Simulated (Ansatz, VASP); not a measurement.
# InSbN2 in two plane-wave programs, part 2 of 2

Aim: how closely do two programs agree when they are given the same cell, functional and k mesh? The cell is invented: As first built, before any earlier steps moved the atoms (in the runner's words): it takes the InGaN2 structure with some of its atoms replaced by other elements, volume scaled by an estimate. It may not be a known or stable phase. The cell is taken from a series of VASP runs on this material, whose earlier steps may have relaxed, scaled or displaced it; both programs get it as it stands. Valence electrons are named where the data sets of a main pair hold unlike numbers.

VASP 6.6.1 and Ansatz 0.2.0.

So far: Set-up; VASP: relaxation of cell and atoms, LDA.

### 3. Ansatz: relaxation of cell and atoms, LDA

Level of this step: Ansatz beside VASP: Kohn-Sham DFT, plane waves, LDA (Ansatz).

Ansatz runs on its default PAW (the set named soft_2) files.

The same cell, functional (in two slightly different forms), mesh and smearing now go to Ansatz, which takes its cutoff from its data sets.

File input.yaml:

```yaml
crystal:
  lattice:
    - [3.8008984152, 0.0, 0.0]
    - [-1.9004492076, 3.2916735685, 0.0]
    - [0.0, 0.0, 5.1649869676]
  atoms:
    - { symbol: Sb, position: [0.66666667, 0.33333333, 0.5298732512] }
    - { symbol: In, position: [0.0, 0.0, 0.0146285305] }
    - { symbol: "N", position: [0.66666667, 0.33333333, 0.1184423622] }
    - { symbol: "N", position: [0.0, 0.0, 0.5786548561] }
hamiltonian:
  xc: lda
  pseudopotentials: { kind: paw }
kpoints:
  mp_grid: { grid: [6, 6, 4] }
scf:
  occupations: { method: gaussian, width: 0.05 }
relax:
  f_tol: 0.01
  max_steps: 60
  cell: { stress_tol: 0.05 }
output:
  forces: true
  stress: true
```

Command:

```sh
$ ansatz run input.yaml --threads 4 --pin off --max-ram 9216MiB --backend cpu --events-out ev --progress --plain --runs-dir out
```

Numbers of over 12 decimals in the logs are rounded to 6 here.

Output:

```text
Engine: ansatz 0.2.0, aarch64-unknown-linux-gnu
Pseudopotentials: kind: paw
Pseudopotential: Sb, paw, valence charge 15, recommended cutoff 420 eV (normal), Sb.paw.azcp
Pseudopotential: In, paw, valence charge 13, recommended cutoff 420 eV (normal), In.paw.azcp
Pseudopotential: N, paw, valence charge 5, recommended cutoff 420 eV (normal), N.paw.azcp
Functional definition: SPW92
  exchange = slater_x
  correlation = pw_c
Crystal: 4 atoms, lattice volume = 64.621 Å³
Basis set: ecut = 420 eV, 1265 PW (Γ)
Bands: 23, of which v1, the nominal top of the filled ones, is band 19 counted from 1 (18 counted from 0)
Symmetry: 6 space group operations
Space group: P3m1 (ITA 156), of the structure as read, at distance tolerance 4.0e-5 Å
k-points: 24 of 144 (time reversal used)
Non-local potential: Sb, projectors of the file, l = 0: 2, l = 1: 2, l = 2: 2, l = 3: 2
Non-local potential: In, projectors of the file, l = 0: 2, l = 1: 2, l = 2: 2, l = 3: 2
Non-local potential: N, projectors of the file, l = 0: 2, l = 1: 2, l = 2: 1
PAW form: soft (Blöchl's): semilocal exchange-correlation on the pseudo side does not see the compensation charge
PAW frozen core: Sb, regenerated for the run's functional, and the local potential with it (the file was generated under x = pbe(κ = 0.804, μ = 0.219515), c = pbe(β = 0.066725))
PAW frozen core: In, regenerated for the run's functional, and the local potential with it (the file was generated under x = pbe(κ = 0.804, μ = 0.219515), c = pbe(β = 0.066725))
PAW frozen core: N, regenerated for the run's functional, and the local potential with it (the file was generated under x = pbe(κ = 0.804, μ = 0.219515), c = pbe(β = 0.066725))
PAW one-centre angular grid: Sb, 590 points (default); XC on 64 Gauss nodes
PAW one-centre angular grid: In, 590 points (default); XC on 64 Gauss nodes
PAW one-centre angular grid: N, 110 points (default); XC on 64 Gauss nodes
Initial density: superposition of atomic densities (neutral atoms: chi_scale 0, normalization atom), corrected by the library's trained network
Initial wavefunctions: pseudopotential atomic-orbital guess
Functional: x = slater, c = lda
SCF iter   1: F=—  HF=-12538.982513 eV  |F-HF|=—  |Δ(HF+E_count)|=         —  Δρ=1.63e-2  dr2=1.93e-1  ethr=1.77e-3  ⟨swp⟩=6.1  Hψ=2688  notcnv=0
preconditioner: auto → Resta (q_TF=auto, 2.497 Å⁻¹)  ε∞=4.7  [insulator: Δε(μ)=0.356 eV  Ē_g=12.703 eV  σ=0.050 eV  W_gap=0.87  n_scr=22 (ndim 8)  ℏωp=24.4 eV  f_vac=0.010  D(μ)=0.72/eV (n_scr^D=2)  ε∞_Penn≈4.7]
SCF iter   2: F=—  HF=-12538.942861 eV  |F-HF|=—  |Δ(HF+E_count)|=   3.97e-2  Δρ=6.88e-3  dr2=3.51e-2  ethr=5.09e-4  ⟨swp⟩=2.0  Hψ=831  notcnv=0  defer=3
SCF iter   3: F=—  HF=-12538.934056 eV  |F-HF|=—  |Δ(HF+E_count)|=   8.80e-3  Δρ=1.27e-3  dr2=1.35e-3  ethr=9.25e-5  ⟨swp⟩=2.0  Hψ=781  notcnv=0  defer=3
SCF iter   4: F=—  HF=-12538.933603 eV  |F-HF|=—  |Δ(HF+E_count)|=   4.53e-4  Δρ=2.65e-4  dr2=5.86e-5  ethr=3.56e-6  ⟨swp⟩=2.0  Hψ=747  notcnv=0  defer=3
SCF iter   5: F=—  HF=-12538.933584 eV  |F-HF|=—  |Δ(HF+E_count)|=   1.91e-5  Δρ=7.23e-5  dr2=8.20e-6  ethr=1.54e-7  ⟨swp⟩=2.0  Hψ=892  notcnv=0  defer=2
SCF iter   6: F=—  HF=-12538.933582 eV  |F-HF|=—  |Δ(HF+E_count)|=   2.04e-6  Δρ=2.15e-5  dr2=7.11e-7  ethr=2.16e-8  ⟨swp⟩=2.1  Hψ=705  notcnv=0  defer=2
SCF iter   7: F=-12538.933582 eV  HF=-12538.933582 eV  |F-HF|=7.64e-9  |Δ(HF+E_count)|=   1.31e-7  Δρ=5.63e-6  dr2=2.32e-8  ethr=2.63e-10  ⟨swp⟩=5.0  Hψ=2077  notcnv=0
SCF 1 converged in 7 iterations: F = -12538.933582 eV  dr2 = 2.32e-8
  greatest PAW one-centre occupation: 0.998 electrons in one spin orbital (limit 2), on the Sb atom at site 0 (counted from 0), in its partial waves of l = 2
relax step   1: F+E_penalty+E_count = -12538.93358187 eV  Δ(F+E_penalty+E_count) = +0.000e0 eV  max|allowed force component| = 2.206e-1 eV/Å  Δτ_max = 0.0000 Å  P = -0.511 GPa  Ω = 64.621 Å³  (7 SCF iters, dr2 threshold 1.00e-7 eV, accepted)
[...]
relax step   2: F+E_penalty+E_count = -12538.93574781 eV  Δ(F+E_penalty+E_count) = -2.166e-3 eV  max|allowed force component| = 1.078e-1 eV/Å  Δτ_max = 0.0160 Å  P = -0.092 GPa  Ω = 64.554 Å³  energy of the carried Pulay correction = +1.786e-4 eV  (5 SCF iters, dr2 threshold 4.00e-7 eV, accepted)
[...]
relax step   3: F+E_penalty+E_count = -12538.93657864 eV  Δ(F+E_penalty+E_count) = -8.308e-4 eV  max|allowed force component| = 4.320e-2 eV/Å  Δτ_max = 0.0097 Å  P = +0.055 GPa  Ω = 64.473 Å³  energy of the carried Pulay correction = +3.987e-4 eV  (5 SCF iters, dr2 threshold 4.00e-7 eV, accepted)
[...]
relax step   4: F+E_penalty+E_count = -12538.93666290 eV  Δ(F+E_penalty+E_count) = -8.426e-5 eV  max|allowed force component| = 2.152e-2 eV/Å  Δτ_max = 0.0028 Å  P = +0.002 GPa  Ω = 64.498 Å³  energy of the carried Pulay correction = +3.318e-4 eV  (4 SCF iters, dr2 threshold 1.17e-7 eV, accepted)
[...]
relax step   5: F+E_penalty+E_count = -12538.93667484 eV  Δ(F+E_penalty+E_count) = -1.193e-5 eV  max|allowed force component| = 2.409e-3 eV/Å  Δτ_max = 0.0020 Å  P = +0.003 GPa  Ω = 64.512 Å³  energy of the carried Pulay correction = +2.944e-4 eV  (4 SCF iters, dr2 threshold 3.12e-8 eV, accepted)
[...]
relax step   6: F+E_penalty+E_count = -12538.93622245 eV  Δ(F+E_penalty+E_count) = +4.524e-4 eV  max|allowed force component| = 2.400e-3 eV/Å  Δτ_max = 0.0000 Å  P = +0.000 GPa  Ω = 64.512 Å³  stress off target by 2.97e-3 GPa  SCF on the basis re-selected at this cell (its energy is not comparable with the rows above)  (5 SCF iters)
basis re-selected at this cell: Δ(F+E_penalty+E_count) = +4.524e-4 eV, ΔP = -0.003 GPa vs the last step (what re-selecting the basis moved, of the pressure what is left beyond the Pulay correction that the steps carried, after the strain that the cell walked since its last selection, with what the two solves' SCF thresholds leave and, on support functions, any second-order correction that the steps lacked; it is no m [...]
SCF converged after 5 iterations
Free energy (F): -12538.936222 eV
Harris-Foulkes:  -12538.936222 eV  (|F-HF|=2.36e-11)
Internal energy: -12538.935319 eV  (E = F + TS)
E sigma→0 (E₀):  -12538.935771 eV
Entropy (-TS):   -0.000903 eV (-0.226 meV/atom)
Fermi energy:    11.204858 eV
--- Per-component energies (eV) ---
  E_band       = -148.603108
  E_kinetic    = 709.620213
  E_local      = -2959.959176  (includes V_loc(G=0)·N_el)
  E_nonlocal   = 834.610677
  E_hartree    = 1229.028099
  E_xc         = -469.285124
  E_vxc        = -349.206718  (∫ρ·V_xc dr)
  E_paw        = -8679.809763  (= ΣΔE_a)
  E_vpaw       = -841.724557  (= ΣTr[D̂ρ^β])
  E_aug_tail   = 0.000191  (compensation charges beyond the density's cutoff)
  E_ewald      = -3204.143884
  E_core_change = 1.003448  (= ΣΔE_core)
  E_smearing   = -0.000903  (= −TS)
  E_closure    = -0.000000  (closes the sum)
  Σ components = -12538.936222   (vs F -12538.936222, Δ=0.00e0)
--- Forces (eV/Å), atoms counted from 1 ---
  atom   1  Sb     0.00000000    -0.00000000    -0.00205987
  atom   2  In     0.00000000    -0.00000000    -0.00175073
  atom   3  N      0.00000000    -0.00000000     0.00239944
  atom   4  N     -0.00000000     0.00000000     0.00140753
  max |Σ_I F_I| component: 3.62e-6 eV/Å
--- Stress (GPa, compression-positive) ---
        0.001487      -0.000000       0.000000
       -0.000000       0.001487       0.000000
        0.000000       0.000000      -0.002971
  P = ⅓ Tr σ = 0.0000 GPa (0.000 kbar)
--- Relaxed structure (5 steps of the walk, 5 accepted, 1 SCFs on fresh bases) ---
  F+E_penalty+E_count = -12538.93622245 eV   max|allowed force component| = 2.400e-3 eV/Å   (the final SCF, on the basis selected at the relaxed cell)
  cell:  # Å, volume = 64.5116 Å³
    - [3.789375, 0, -6.620656121194151e-19]
    - [-1.894688, 3.281695, 4.965492090895541e-19]
    - [-8.996717124807036e-19, 2.597128526915218e-19, 5.187663]
  atoms:
    - { symbol: Sb, position: [0.666667, 0.333333, 0.527355] }
    - { symbol: In, position: [-9.046770902454479e-18, -1.8585752090162303e-17, 0.013216] }
    - { symbol: N, position: [0.666667, 0.333333, 0.120992] }
    - { symbol: N, position: [-9.452284043667602e-18, -1.8423546833677054e-17, 0.580035] }
```

It took 4.3 s on 4 threads of Arm Neoverse V2, shared host; peak memory 0.41 GiB; 15 s of CPU time.

### 4. Comparison

Known differences besides the potentials themselves: the two LDA forms differ slightly; both relaxations stop at a tolerance, which leaves soft axes loose, and VASP keeps its plane-wave basis; the data sets hold 38 valence electrons in Ansatz (on its default PAW (the set named soft_2) files) and 28 in VASP; the cutoff is 420 eV in Ansatz and 520 eV in VASP; VASP's log shows a relativistic correction to its local exchange, Ansatz's none; Ansatz adds a Pulay correction to the stress that steers its cell, VASP none. Total energies have different zeros and are not compared.

Both answers:

```tsv
quantity	Ansatz	VASP	difference
volume (Å³)	64.51	64.66	-0.22 %
edge a after relaxation, in the typed setting (Å)	3.789	3.792	-0.08 %
edge c after relaxation, in the typed setting (Å)	5.188	5.191	-0.07 %
```

The walks stopped with 0.00 GPa left in Ansatz and 0.00 GPa in VASP; each walk ends within a tolerance, so the volume difference is uncertain by about these residues over the bulk modulus, most in soft cells.

### 5. Summary of results

```json
{
 "difference in volume (relaxation of cell and atoms, LDA)": "-0.22 %"
}
```

The difference in volume is -0.22 % (relaxation of cell and atoms, LDA), within the 1.2 % picked in this series as the mark of a large difference, as far as the stopping tolerances let one tell. The data sets hold unlike numbers of valence electrons (38 in Ansatz and 28 in VASP), so part of the differences comes from the potentials. How closely two codes agree says nothing of how well the functional describes the real material.

[Lines on the potential files, build, host, timing and source positions are cut from VASP's logs without a mark.]

[Logs are printed without paths, hosts, clocks, repeated set-up lines and the standing remarks that a program may print on its own settings, such as how far it seeks lower states.]

[Hosts, paths, dates, database ids (printed as entryN), source tags and the programs' standing remarks are cut or masked in the printed files.]
